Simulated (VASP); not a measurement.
Consider the following.

```
AuZn
1.0
    3.15000     0.00000     0.00000
    0.00000     3.15000     0.00000
    0.00000     0.00000     3.15000
Zn Au
1 1
Direct
  0.50000   0.50000   0.50000
  0.00000   0.00000   0.00000
```

Computed with optB88-vdW, VASP's PBE PAW potentials (set 64) (plane waves; VASP). Numerical set-up: 520 eV cut-off, 10×10×10 Γ-centred mesh, first-order Methfessel-Paxton smearing of 0.10 eV, potentials Zn Au.

Energy and stress use the plane-wave basis of the starting cell.

Problem. The ions, cell shape and volume are relaxed. Give the cell that the relaxation ends in.

Solution. 
```
AuZn
1.0
    3.18729     0.00000     0.00000
    0.00000     3.18729     0.00000
    0.00000     0.00000     3.18729
Zn Au
1 1
Cartesian
  1.59365   1.59365   1.59365
  0.00000   0.00000   0.00000
```
Space group Pm-3m (221), at a tolerance of 0.03 Å.

Problem. How do energy and volume change from the first to the last step?

Solution. The energy (σ→0) changes by -7.5 meV/atom and the volume by +3.6 %, in 3 ionic steps.

The compound is AuZn in the CsCl type structure. This run relaxes it. Symmetry was kept, so distortions that lower it aren't found. The electron count is odd and the run is not spin-polarised, which forces a metal.
